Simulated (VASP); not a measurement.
# What spin-orbit coupling changes in LaAlGe

Aim: run bands, DOS and a relaxation of LaAlGe twice, without and with spin-orbit coupling. All runs use LDA. Left out of this account: at least 1 further run (fields: a reference on another mesh). The start is a cell from a database of measured crystal structures.

Main program and level: VASP 6.6.1; LDA; plane waves and PAW (La, Al, Ge_d), in the first sound run; inputs show where later runs differ.

### Step 1. The structure

The structure is tetragonal, space group I4_1md (No. 109). The conventional cell has a = 4.336 Å, b = 4.336 Å, c = 14.828 Å, α = 90.00°, β = 90.00°, γ = 90.00°. Nearest to La lie 6 Ge at 3.28 to 3.31 Å and 6 Al at 3.30 Å. Al has 3 Ge at 2.47 to 2.50 Å and 6 La at 3.30 Å nearest. Nearest to Ge lie 3 Al at 2.47 to 2.50 Å and 6 La at 3.28 to 3.31 Å. Farther neighbours are not listed.

Structure file:

```cif
data_structure
_symmetry_space_group_name_H-M 'P 1'
_symmetry_Int_Tables_number 1
_cell_length_a 4.3360
_cell_length_b 4.3360
_cell_length_c 8.0230
_cell_angle_alpha 105.678
_cell_angle_beta 74.322
_cell_angle_gamma 90.000
_cell_volume 139.39
loop_
_atom_site_label
_atom_site_type_symbol
_atom_site_fract_x
_atom_site_fract_y
_atom_site_fract_z
_atom_site_occupancy
La1 La 0.00000 0.00000 0.00000 1
La2 La 0.75000 0.75000 0.50000 1
Al3 Al 0.58230 0.41770 0.83540 1
Al4 Al 0.33230 0.16770 0.33540 1
Ge5 Ge 0.41600 0.58400 0.16800 1
Ge6 Ge 0.16600 0.33400 0.66800 1
```

### Step 2. Bands along the symmetry lines (LDA)

Levels along the symmetry lines show where the bands peak and cross; KPOINTS_OPT computes them in the converged potential. LDA, the lowest rung, knows the local density alone.

The input, INCAR:

```
SYSTEM = LaAlGe
PREC = Accurate
ENCUT = 410
EDIFF = 1E-06
NELM = 100
ISMEAR = -1
SIGMA = 0.05
LREAL = .FALSE.
ALGO = Normal
GGA = CA
NBANDS = 44
LASPH = .TRUE.
LORBIT = 11
LWAVE = .FALSE.
LCHARG = .FALSE.
KPAR = 4
```

The input, POSCAR:

```
LaAlGe
1.0
    0.0000000000     -4.3360000000      0.0000000000
   -4.3360000000      0.0000000000      0.0000000000
    2.1680000000     -2.1680000000     -7.4140000000
La Al Ge
2 2 2
Direct
    0.0000000000      0.0000000000      0.0000000000
    0.7500000000      0.7500000000      0.5000000000
    0.5823000000      0.4177000000      0.8354000000
    0.3323000000      0.1677000000      0.3354000000
    0.4160000000      0.5840000000      0.1680000000
    0.1660000000      0.3340000000      0.6680000000
```

The input, KPOINTS:

```
Automatic mesh
0
Gamma
6 6 6
0 0 0
```

The input, KPOINTS_OPT:

```
Line mode
16
Line-mode
Reciprocal
  0.00000000   0.00000000   0.00000000 GAMMA
  0.50000000  -0.50000000   0.50000000 X

  0.50000000  -0.50000000   0.50000000 X
  0.54275465  -0.45724535   0.50000000 Y

  0.54275465  -0.45724535   0.50000000 Y
  0.54275465   0.00000000   0.27137733 S

  0.54275465   0.00000000   0.27137733 S
  0.00000000   0.00000000   0.00000000 GAMMA

  0.00000000   0.00000000   0.00000000 GAMMA
  0.00000000   0.00000000  -0.50000000 Z

  0.00000000   0.00000000  -0.50000000 Z
  0.45724535   0.00000000  -0.27137733 S1

  0.45724535   0.00000000  -0.27137733 S1
  0.50000000   0.00000000   0.00000000 N

  0.50000000   0.00000000   0.00000000 N
  0.50000000  -0.50000000   0.25000000 P

  0.50000000  -0.50000000   0.25000000 P
  0.45724535  -0.45724535  -0.04275465 Y1

  0.45724535  -0.45724535  -0.04275465 Y1
  0.00000000   0.00000000  -0.50000000 Z

  0.50000000  -0.50000000   0.50000000 X
  0.50000000  -0.50000000   0.25000000 P
```

Potentials, in the order of the species: La, Al and Ge_d (LDA family, release 64).

On the command line:

```bash
> mpirun -np 4 vasp_std
```

Output:

```text
[banner, memory and clock lines left out]
running    4 mpi-ranks, on    1 nodes
 distrk:  each k-point on    1 cores,    4 groups
 distr:  one band on    1 cores,    1 groups

 POSCAR found type information on POSCAR LaAlGe
 POSCAR found :  3 types and       6 ions
 LDA part: xc-table for (Slater(with rela. corr.)+CA(PZ))
 , standard interpolation
 POSCAR, INCAR and KPOINTS ok, starting setup
 FFT: planning ... GRIDC
 FFT: planning ... GRID_SOFT
 FFT: planning ... GRID
 WAVECAR not read
 entering main loop
       N       E                     dE             d eps       ncg     rms          rms(c)
DAV:   1     0.548415156555E+03    0.54842E+03   -0.18869E+04  2912   0.201E+03
DAV:   2     0.954344237122E+02   -0.45298E+03   -0.40012E+03  2968   0.468E+02
DAV:   3    -0.229198902331E+02   -0.11835E+03   -0.11283E+03  2924   0.193E+02
DAV:   4    -0.337398536686E+02   -0.10820E+02   -0.10555E+02  4148   0.623E+01
DAV:   5    -0.345661521526E+02   -0.82630E+00   -0.82379E+00  5044   0.166E+01    0.565E+00
DAV:   6    -0.344404458699E+02    0.12571E+00   -0.72810E-01  4856   0.446E+00    0.306E+00
DAV:   7    -0.343607600346E+02    0.79686E-01   -0.15243E-01  4304   0.234E+00    0.513E-01
DAV:   8    -0.343594840257E+02    0.12760E-02   -0.22563E-02  5144   0.797E-01    0.161E-01
DAV:   9    -0.343592218094E+02    0.26222E-03   -0.22831E-03  4520   0.288E-01    0.659E-02
DAV:  10    -0.343592399881E+02   -0.18179E-04   -0.19773E-04  4888   0.856E-02    0.379E-02
DAV:  11    -0.343592424735E+02   -0.24855E-05   -0.31121E-05  4800   0.239E-02    0.654E-03
DAV:  12    -0.343592416978E+02    0.77575E-06   -0.33537E-06  3728   0.161E-02
   1 F= -.34359242E+02 E0= -.34352522E+02  d E =-.134390E-01
 Start KPOINTS_OPT (optional k-point list driver)
k-point batch [1-30\176]
       N       E                     dE             ncg
DAV:   1     0.352971427697E+04   -0.33516E+05     2908
DAV:   2    -0.102156950497E+05   -0.13745E+05     2976
DAV:   3    -0.137462291860E+05   -0.35305E+04     2808
DAV:   4    -0.140797599348E+05   -0.33353E+03     3980
DAV:   5    -0.141053069776E+05   -0.25547E+02     5020
DAV:   6    -0.141071135770E+05   -0.18066E+01     4880
DAV:   7    -0.141072677228E+05   -0.15415E+00     4912
DAV:   8    -0.141072836909E+05   -0.15968E-01     4720
DAV:   9    -0.141072850250E+05   -0.13340E-02     4840
DAV:  10    -0.141072851892E+05   -0.16419E-03     4432
DAV:  11    -0.141072852044E+05   -0.15223E-04     3536
DAV:  12    -0.141072852063E+05   -0.19052E-05     2376
DAV:  13    -0.141072852066E+05   -0.29362E-06     1992
[...]
k-point batch [151-176\176]
       N       E                     dE             ncg
DAV:   1     0.864296145208E+04   -0.29405E+05     2500
DAV:   2    -0.323553716884E+04   -0.11878E+05     2552
DAV:   3    -0.631652787476E+04   -0.30810E+04     2472
DAV:   4    -0.660134095539E+04   -0.28481E+03     3376
DAV:   5    -0.662360166758E+04   -0.22261E+02     4332
DAV:   6    -0.662526101233E+04   -0.16593E+01     4236
DAV:   7    -0.662540661608E+04   -0.14560E+00     4288
DAV:   8    -0.662542001297E+04   -0.13397E-01     4176
DAV:   9    -0.662542102315E+04   -0.10102E-02     4224
DAV:  10    -0.662542114175E+04   -0.11861E-03     3784
DAV:  11    -0.662542115052E+04   -0.87662E-05     2768
DAV:  12    -0.662542115154E+04   -0.10185E-05     2000
DAV:  13    -0.662542115181E+04   -0.26966E-06     1752
```

Wall time 3 min (4 MPI ranks of Intel Xeon 6975P-C (Granite Rapids), shared host); peak memory 1.4 GiB.

The logs omit lines about the potential files and the build; timing stands in the text.

From OUTCAR (step 2):

```text
ion  position               nearest neighbor table
   1  0.000  0.000  0.000-   6 3.28   6 3.28   4 3.30   4 3.30   3 3.30   3 3.30   3 3.30   3 3.30

  LATTYP: Found a body centered tetragonal cell.
 ALAT       =     4.3360000000
 C/A-ratio  =     3.4197416974

 Subroutine GETGRP returns: Found  8 space group operations
 (whereof  4 operations were pure point group operations)

The static configuration has the point symmetry C_2v.
 The point group associated with its full space group is C_4v.

 Found     30 irreducible k-points:

   k-points           NKPTS =     30   k-points in BZ     NKDIM =     30   number of bands    NBANDS=     44

   dimension x,y,z NGX =    30 NGY =   30 NGZ =   54
   dimension x,y,z NGXF=    60 NGYF=   60 NGZF=  108

   ENCUT  =  410.0 eV  30.13 Ry    5.49 a.u.   7.16  7.16 13.25*2*pi/ulx,y,z

   NELECT =      56.0000    total number of electrons

 k-points in reciprocal lattice and weights: Automatic mesh
   0.00000000  0.00000000  0.00000000       0.005
   0.16666667  0.00000000 -0.00000000       0.037
   0.33333333  0.00000000 -0.00000000       0.037
   0.50000000  0.00000000 -0.00000000       0.019
   0.16666667  0.16666667  0.00000000       0.019
   0.33333333  0.16666667 -0.00000000       0.074
   0.50000000  0.16666667 -0.00000000       0.074
  -0.33333333  0.16666667  0.00000000       0.074
  -0.16666667  0.16666667  0.00000000       0.037
[...]
-0.16666667  0.16666667  0.33333333       0.019
   0.00000000  0.00000000  0.50000000       0.005

 average (electrostatic) potential at core
       1 -96.5294       2 -96.5294       3 -70.9940       4 -70.9940       5 -72.1425
       6 -72.1425

 E-fermi :   7.5977

 k-point     1 :       0.0000    0.0000    0.0000
  band No.  band energies     occupation
    ...
     24       5.5464      2.00000
     25       5.9283      2.00000
     26       6.2269      2.00000
     27       6.2269      2.00000
     28       7.1178      1.99986
     29       7.8121      0.02706
     30       7.9309      0.00255
     31       8.6562      0.00000
     32       9.0114      0.00000
     33       9.0114      0.00000
    ...

 k-point     2 :       0.1667    0.0000   -0.0000
  band No.  band energies     occupation
    ...
     24       5.4567      2.00000
     25       5.7602      2.00000
     26       6.2159      2.00000
     27       6.6298      2.00000
     28       7.2436      1.99832
     29       7.9186      0.00326
     30       8.4278      0.00000
     31       8.5771      0.00000
     32       8.6150      0.00000
     33       8.9397      0.00000
    ...

 k-point     3 :       0.3333    0.0000   -0.0000
  band No.  band energies     occupation
    ...
     24       4.9782      2.00000
     25       5.3832      2.00000
     26       6.2059      2.00000
     27       6.7893      2.00000
     28       7.3218      1.99200
     29       7.8824      0.00671
     30       8.0058      0.00057
     31       8.6396      0.00000
     32       8.9771      0.00000
     33       8.9844      0.00000
    ...

  Total       -2.6834432     -2.6834432     -3.4554968      0.0000000      0.0000000      0.0000000
  in kB      -30.8440823    -30.8440823    -39.7182355      0.0000000      0.0000000      0.0000000
  external PRESSURE =     -33.8021334 kB  Pullay stress =       0.0000000 kB

  energy-cutoff  :      410.00
  volume of cell :      139.39
      direct lattice vectors                 reciprocal lattice vectors
     0.000000000 -4.336000000  0.000000000     0.000000000 -0.230627306  0.067439978
    -4.336000000  0.000000000  0.000000000    -0.230627306  0.000000000 -0.067439978
     2.168000000 -2.168000000 -7.414000000     0.000000000  0.000000000 -0.134879957

 POSITION                                       TOTAL-FORCE (eV/Angst)
 -----------------------------------------------------------------------------------
      0.00000      0.00000      0.00000         0.000000     -0.000000     -0.065123
     -2.16800     -4.33600     -3.70700         0.000000     -0.000000     -0.065123
     -0.00000     -4.33600     -6.19366         0.000000      0.000000      0.068284
     -0.00000     -2.16800     -2.48666        -0.000000     -0.000000      0.068284
     -2.16800     -2.16800     -1.24555         0.000000     -0.000000     -0.003161
     -0.00000     -2.16800     -4.95255         0.000000     -0.000000     -0.003161
 -----------------------------------------------------------------------------------
    total drift:                               -0.000029      0.000028      0.002439

  FREE ENERGIE OF THE ION-ELECTRON SYSTEM (eV)
  ---------------------------------------------------
  free  energy   TOTEN  =       -34.3592416978 eV

  energy  without entropy=      -34.3458026560  energy(sigma->0) =      -34.35252218

 total charge
# of ion       s       p       d       f       tot
--------------------------------------------------
    1        2.026   5.625   0.801   0.109   8.561
    2        2.026   5.625   0.801   0.109   8.561
    3        0.424   0.403   0.000   0.000   0.827
    4        0.424   0.403   0.000   0.000   0.827
    5        1.119   1.348  10.001   0.000  12.468
    6        1.119   1.348  10.001   0.000  12.468
--------------------------------------------------
tot          7.138  14.751  21.604   0.218  43.711

[... 3 further parts left out ...]
```

The k-mesh is coarse for a metal. Spin-orbit coupling is off here; it can split and shift levels that hold much weight on La by tenths of an eV or more. The cell is typed on its shortest vectors, so the axes of tensors and the coordinates of k-points follow the printed cell and not the standard setting. At this level the cell is under a tension of 3.4 GPa, so at these settings it is away from equilibrium.

Numbers from this step:

```
SCF cycles                             : 12
electrons                              : 56
bands                                  : 44
irreducible k-points                   : 30
symmetry operations                    : 8
free energy (TOTEN)                    : -34.36 eV
energy at zero smearing                : -34.35 eV
Fermi energy                           : 7.598 eV
pressure                               : -3.380 GPa
metallic, judged on the points sampled : yes
```

Electronic bands along the path, in eV, zero at the Fermi level; # counts the bands kept in this run, so #1 is VASP's band 20:

| point | #6 | #7 | #8 | #9 | #10 | #11 | #12 | #13 |
| --- | --- | --- | --- | --- | --- | --- | --- | --- |
| Γ | -1.67 | -1.37 | -1.37 | -0.48 | 0.21 | 0.33 | 1.06 | 1.41 |
| 0.53 of the way | -2.15 | -1.46 | -0.74 | -0.27 | 0.31 | 0.61 | 0.95 | 1.34 |
| X | -2.21 | -2.21 | -1.08 | -1.08 | 1.02 | 1.02 | 1.65 | 1.65 |
| 0.47 of the way | -2.21 | -2.21 | -1.08 | -1.08 | 1.02 | 1.02 | 1.65 | 1.65 |
| Y | -2.21 | -2.21 | -1.09 | -1.09 | 0.99 | 0.99 | 1.65 | 1.65 |
| 0.53 of the way | -2.25 | -1.64 | -1.29 | -0.93 | 0.70 | 1.15 | 1.41 | 1.43 |
| S | -1.96 | -1.55 | -1.32 | -0.09 | 0.12 | 0.65 | 1.13 | 1.53 |
| 0.47 of the way | -1.74 | -1.40 | -0.71 | -0.30 | -0.07 | 0.88 | 0.89 | 1.20 |
| Γ | -1.67 | -1.37 | -1.37 | -0.48 | 0.21 | 0.33 | 1.06 | 1.41 |
| 0.47 of the way | -1.46 | -1.40 | -1.40 | -0.95 | 0.71 | 0.79 | 1.19 | 1.19 |
| Z | -1.43 | -1.43 | -1.38 | -1.38 | 1.04 | 1.04 | 1.25 | 1.25 |
| 0.47 of the way | -1.84 | -1.43 | -1.17 | 0.10 | 0.15 | 0.20 | 1.18 | 1.55 |
| S1 | -1.96 | -1.55 | -1.32 | -0.09 | 0.12 | 0.65 | 1.13 | 1.53 |
| 0.47 of the way | -2.21 | -1.35 | -1.27 | -0.03 | 0.05 | 0.48 | 1.23 | 1.34 |
| N | -2.51 | -1.37 | -0.92 | -0.35 | 0.19 | 0.41 | 1.16 | 1.32 |
| 0.47 of the way | -2.55 | -1.66 | -1.06 | -0.91 | 0.36 | 1.25 | 1.41 | 1.54 |
| P | -2.22 | -2.22 | -1.08 | -1.08 | 0.99 | 0.99 | 1.72 | 1.72 |
| 0.47 of the way | -2.26 | -2.17 | -1.09 | -1.07 | 0.99 | 1.01 | 1.68 | 1.69 |
| Y1 | -2.21 | -2.21 | -1.09 | -1.09 | 0.99 | 0.99 | 1.65 | 1.65 |
| 0.47 of the way | -1.95 | -1.95 | -0.97 | -0.97 | 1.28 | 1.28 | 1.47 | 1.47 |
| Z | -1.43 | -1.43 | -1.38 | -1.38 | 1.04 | 1.04 | 1.25 | 1.25 |
| jump to X | -2.21 | -2.21 | -1.08 | -1.08 | 1.02 | 1.02 | 1.65 | 1.65 |
| 0.47 of the way | -2.21 | -2.21 | -1.08 | -1.08 | 1.01 | 1.01 | 1.68 | 1.68 |
| P | -2.22 | -2.22 | -1.08 | -1.08 | 0.99 | 0.99 | 1.72 | 1.72 |

Of the projections kept (La, Al, Ge), the largest for each band there, as a share of the weight inside these atoms' spheres; weight between the spheres isn't counted:

| point | #6 | #7 | #8 | #9 | #10 | #11 | #12 | #13 |
| --- | --- | --- | --- | --- | --- | --- | --- | --- |
| Γ | La 0.41 | Ge 0.51 | Ge 0.51 | La 0.92 | La 0.55 | La 0.55 | La 0.89 | La 0.93 |
| X | Ge 0.57 | Ge 0.57 | La 0.54 | La 0.54 | La 0.73 | La 0.73 | La 0.98 | La 0.98 |
| Y | Ge 0.57 | Ge 0.57 | La 0.54 | La 0.54 | La 0.73 | La 0.73 | La 0.98 | La 0.98 |
| S | Ge 0.59 | La 0.53 | Ge 0.55 | La 0.64 | La 0.61 | La 0.77 | La 0.82 | La 0.94 |
| Γ | La 0.41 | Ge 0.51 | Ge 0.51 | La 0.92 | La 0.55 | La 0.55 | La 0.89 | La 0.93 |
| Z | Ge 0.52 | Ge 0.52 | La 0.69 | La 0.69 | La 0.83 | La 0.83 | La 0.90 | La 0.90 |

Force by atom:

| atom | x (eV/Å) | y (eV/Å) | z (eV/Å) | size |
| --- | --- | --- | --- | --- |
| La1 | 0.0000 | 0.0000 | -0.0651 | 0.0651 |
| La2 | 0.0000 | 0.0000 | -0.0651 | 0.0651 |
| Al3 | 0.0000 | 0.0000 | 0.0683 | 0.0683 |
| Al4 | 0.0000 | 0.0000 | 0.0683 | 0.0683 |
| Ge5 | 0.0000 | 0.0000 | -0.0032 | 0.0032 |
| Ge6 | 0.0000 | 0.0000 | -0.0032 | 0.0032 |

There is no gap at this level.

(Continued in part 2 of 4.)

[Lines on the potential files, build, host, timing and source positions are cut from VASP's logs without a mark.]

[Logs are printed without paths, hosts, clocks, repeated set-up lines and the standing remarks that a program may print on its own settings, such as how far it seeks lower states.]

[Hosts, paths, dates, database ids (printed as entryN), source tags and the programs' standing remarks are cut or masked in the printed files.]

[A measured line is paired with the nearest computed mode of its activity, which favours agreement.]

[In band tables of VASP the shares of atoms and orbitals are scaled to a sum of 1 inside the atoms' spheres.]
